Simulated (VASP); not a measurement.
Input of a VASP 6.6.1 run:

INCAR

```
SYSTEM = Be2Ru2N
PREC = Accurate
ENCUT = 520
EDIFF = 1E-7
ISMEAR = -1
SIGMA = 0.1
LREAL = .False.
LASPH = .True.
NELM = 100
ALGO = Fast
ISIF = 2
LWAVE = .False.
LCHARG = .False.
GGA = PE
NBANDS = 26
```

File KPOINTS:

```
Automatic mesh
0
Gamma
  11 11 11
  0 0 0
```

POSCAR

```
Be2Ru2N
1.0
    0.0000000000      3.4870011500      0.0000000000
    3.4870011500      0.0000000000      0.0000000000
    1.7435005700      1.7435005700     -4.0188452500
Ru N Be
2 1 2
Direct
    0.7500000000      0.2500000000      0.5000000000
    0.2500000000      0.7500000000      0.5000000000
    0.0000000000      0.0000000000      0.0000000000
    0.3750000000      0.3750000000      0.2500000000
    0.6250000000      0.6250000000      0.7500000000
```

Potentials or basis: VASP PAW PBE potentials, release 64 (Ru_pv, N, Be).

Launch:

```console
$ cat potpaw_PBE.64/Ru_pv/POTCAR potpaw_PBE.64/N/POTCAR potpaw_PBE.64/Be/POTCAR > POTCAR
$ mpirun -np 1 vasp_std > vasp.out
```

What does it give for the pressure?

61.2 GPa.

Predict the band gap on the k mesh.

none (metal or under the smearing width).

What does it give for the largest force?

3.179 eV/Å.

Stress tensor (GPa, compression positive):
```
76.56  0.00  0.00
 0.00 76.56  0.00
 0.00  0.00 30.47
```

Caveat: a pressure of tens of GPa on the cell as given is suspect, and the run, the potentials or the cell itself is likely at fault; forces of over 1 eV/Å show positions far from the minimum, so gaps and moduli don't describe the material at rest.
